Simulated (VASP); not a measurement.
Given:

```xyz
2
Lattice="0.0000 2.5957 2.5957 2.5957 0.0000 2.5957 2.5957 2.5957 0.0000" Properties=species:S:1:pos:R:3 pbc="T T T"
Mg     0.0000     2.5957     2.5957
S      2.5957     2.5957     2.5957
```

Level of theory: r2SCAN meta-GGA, VASP's PBE PAW potentials (set 64) (plane waves; VASP 6.6.1). Numerical set-up: 480 eV cut-off, 8×8×8 Γ-centred mesh, Gaussian smearing of 0.050 eV, potentials Mg S.

Each row applies one change to this cell, which was relaxed at other settings and keeps the small stress of the first row; at a fixed cut-off the stress holds a Pulay part, so it need not integrate to ΔE exactly. Stress is in GPa, positive when the cell is compressed; gaps are those on the k-mesh, and 0.00 means metallic.

```tsv
change	ΔE (meV/atom)	σxx	σyy	σzz	largest shear component, with its sign (GPa)	largest force (eV/Å)	gap (eV)
none	0.0	0.06	0.06	0.06	0.00	0.000	3.45
biaxial strain of +1.5 % in the xz plane	4.3	-2.65	-1.25	-2.65	0.00	0.000	3.31
atom 2 (S) moved by 0.100 Å along x	___	___	___	___	___	___	___
uniaxial strain of -1.0 % along y	1.0	0.52	1.70	0.52	0.00	0.000	3.42
isotropic strain of +0.5 %	0.8	-1.12	-1.12	-1.12	0.00	0.000	3.42
shear strain γ_xy = -4.0 %	___	___	___	___	___	___	___
uniaxial strain of -4.0 % along y	16.3	2.01	7.94	2.01	0.00	0.000	3.34
isotropic strain of +2.0 %	14.3	-4.22	-4.22	-4.22	0.00	0.000	3.32
shear strain γ_xz = +1.5 %	0.7	0.07	0.05	0.07	-0.91	0.000	3.37
```

Task: Some entries are withheld; supply them.

Result: 
- shear strain γ_xy = -4.0 %, ΔE (meV/atom): 5.3
- shear strain γ_xy = -4.0 %, σxx: 0.15
- shear strain γ_xy = -4.0 %, σyy: 0.15
- shear strain γ_xy = -4.0 %, σzz: 0.00
- shear strain γ_xy = -4.0 %, largest shear component, with its sign (GPa): 2.44
- shear strain γ_xy = -4.0 %, largest force (eV/Å): 0.000
- shear strain γ_xy = -4.0 %, gap (eV): 3.18
- atom 2 (S) moved by 0.100 Å along x, ΔE (meV/atom): 7.5
- atom 2 (S) moved by 0.100 Å along x, σxx: 1.30
- atom 2 (S) moved by 0.100 Å along x, σyy: -0.02
- atom 2 (S) moved by 0.100 Å along x, σzz: -0.02
- atom 2 (S) moved by 0.100 Å along x, largest shear component, with its sign (GPa): 0.00
- atom 2 (S) moved by 0.100 Å along x, largest force (eV/Å): 0.310
- atom 2 (S) moved by 0.100 Å along x, gap (eV): 3.45

Failed runs are left out, and for metals the shear rows, which the mesh's noise covers.

The compound is MgS in the rock salt structure.
